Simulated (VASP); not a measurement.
These are PBE GGA, VASP's PBE PAW potentials (set 64) (plane waves; VASP) values and carry that method's errors.

The input files of a VASP run:

KPOINTS:
```
Automatic mesh
0
Gamma
11 11 9
0 0 0
```

POSCAR:
```
ZrB2
1
    1.5343023759    -2.6574902401     0.0000000000
    1.5343023759     2.6574902401    -0.0000000000
    0.0000000000     0.0000000000     3.4147802912
Zr B
1 2
Direct
  0.0000000000   0.0000000000   1.0000000000
  0.3333330000   0.6666670000   0.5000000000
  0.6666670000   0.3333330000   0.5000000000
```

### INCAR
```
ALGO  =  Normal
EDIFF  =  1E-6
EDIFFG  =  -0.02
ENCUT  =  620
GGA  =  PE
IBRION  =  2
ISIF  =  3
ISMEAR  =  1
LASPH  =  .TRUE.
LCHARG  =  .FALSE.
LMAXMIX  =  4
LREAL  =  .FALSE.
LWAVE  =  .FALSE.
NELM  =  100
NSW  =  40
PREC  =  Accurate
PSTRESS  =  300
SIGMA  =  0.1
SYSTEM  =  ZrB2
```

POTCAR, in this order: Zr_sv B (PBE.64 set). Program: vasp_std.

Output

OUTCAR:
```
 ion  position               nearest neighbor table
   1  0.000  0.000  0.000-   2 2.46   3 2.46   2 2.46   3 2.46   3 2.46   3 2.46   2 2.46   2 2.46
                             3 2.46   3 2.46   2 2.46   2 2.46
   2  0.333  0.667  0.500-   3 1.77   3 1.77   3 1.77   1 2.46   1 2.46   1 2.46   1 2.46   1 2.46
                             1 2.46
   3  0.667  0.333  0.500-   2 1.77   2 1.77   2 1.77   1 2.46   1 2.46   1 2.46   1 2.46   1 2.46
                             1 2.46
  LATTYP: Found a hexagonal cell.
 ALAT       =     3.0686052462
 C/A-ratio  =     1.1128118533
 Subroutine PRICEL returns:
 Original cell was already a primitive cell.
 Subroutine GETGRP returns: Found 24 space group operations
The static configuration has the point symmetry D_6h.
The dynamic configuration has the point symmetry D_6h.
 Subroutine INISYM returns: Found 24 space group operations
 Subroutine IBZKPT returns following result:
 Found     80 irreducible k-points:

 Following reciprocal coordinates:
            Coordinates               Weight
  0.000000  0.000000  0.000000      1.000000
  0.090909  0.000000  0.000000      6.000000
  0.181818  0.000000  0.000000      6.000000
  0.272727  0.000000  0.000000      6.000000
  0.363636  0.000000  0.000000      6.000000
  0.454545  0.000000  0.000000      6.000000
  0.090909  0.090909  0.000000      6.000000
  0.181818  0.090909  0.000000     12.000000
  0.272727  0.090909  0.000000     12.000000
  0.363636  0.090909  0.000000     12.000000
  0.454545  0.090909  0.000000      6.000000
  0.181818  0.181818  0.000000      6.000000
  0.272727  0.181818  0.000000     12.000000
  0.363636  0.181818  0.000000     12.000000
  0.272727  0.272727  0.000000      6.000000
  0.363636  0.272727  0.000000      6.000000
  0.000000  0.000000  0.111111      2.000000
  0.090909  0.000000  0.111111     12.000000
  0.181818  0.000000  0.111111     12.000000
...
```

**OSZICAR**
```
       N       E                     dE             d eps       ncg     rms          rms(c)
DAV:   1     0.130521018164E+03    0.13052E+03   -0.11108E+04  2080   0.160E+03
DAV:   2    -0.209640951075E+02   -0.15149E+03   -0.14554E+03  2395   0.367E+02
DAV:   3    -0.273890977564E+02   -0.64250E+01   -0.63046E+01  3233   0.674E+01
DAV:   4    -0.275575544638E+02   -0.16846E+00   -0.16836E+00  2685   0.100E+01
DAV:   5    -0.275610175398E+02   -0.34631E-02   -0.34630E-02  3161   0.122E+00    0.269E+01
DAV:   6    -0.247751109081E+02    0.27859E+01   -0.76301E+00  2499   0.211E+01    0.113E+01
DAV:   7    -0.247236822504E+02    0.51429E-01   -0.10116E+00  3123   0.696E+00    0.371E+00
DAV:   8    -0.247270209362E+02   -0.33387E-02   -0.13845E-01  2490   0.363E+00    0.834E-01
DAV:   9    -0.247226763672E+02    0.43446E-02   -0.23173E-02  2534   0.135E+00    0.165E-01
DAV:  10    -0.247225818377E+02    0.94530E-04   -0.96680E-04  2596   0.296E-01    0.470E-02
DAV:  11    -0.247225880415E+02   -0.62039E-05   -0.31140E-05  2774   0.629E-02    0.192E-02
DAV:  12    -0.247225875869E+02    0.45461E-06   -0.45920E-06  2532   0.233E-02
   1 F= -.19508407E+02 E0= -.19508394E+02  d E =-.195084E+02
```

### OUTCAR
```
------------------------ aborting loop because EDIFF is reached ----------------------------------------
  FORCE on cell =-STRESS in cart. coord.  units (eV):
  Direction    XX          YY          ZZ          XY          YZ          ZX
  --------------------------------------------------------------------------------------
  Total        5.2465527      5.2465549      5.1588449      0.0000000     -0.0000000     -0.0000000
  in kB      301.8625411    301.8626708    296.8162359      0.0000000     -0.0000000     -0.0000000
  external PRESSURE =       0.1804826 kB  Pullay stress =     300.0000000 kB
  volume of cell :       27.85
      direct lattice vectors                 reciprocal lattice vectors
     1.534302376 -2.657490240  0.000000000     0.325881005 -0.188147445  0.000000000
     1.534302376  2.657490240  0.000000000     0.325881005  0.188147445  0.000000000
     0.000000000  0.000000000  3.414780291     0.000000000  0.000000000  0.292844609
 POSITION                                       TOTAL-FORCE (eV/Angst)
 -----------------------------------------------------------------------------------
      0.00000      0.00000      0.00000         0.000000     -0.000000     -0.000000
      1.53430      0.88583      1.70739        -0.000000      0.000000     -0.000000
      1.53430     -0.88583      1.70739         0.000000     -0.000000      0.000000
 -----------------------------------------------------------------------------------
    total drift:                                0.000000      0.000000      0.000000
  FREE ENERGIE OF THE ION-ELECTRON SYSTEM (eV)
  ---------------------------------------------------
  free  energy   TOTEN  =       -24.7225875869 eV

  energy  without entropy=      -24.7225475874  energy(sigma->0) =      -24.72257425
  enthalpy is  TOTEN    =       -19.5084069812 eV   P V=        5.2141806057

 reached required accuracy - stopping structural energy minimisation
```
(Selected blocks of OUTCAR.)

The compound is ZrB2 in the AlB2 type structure. It was relaxed first under an external pressure of 30 GPa.
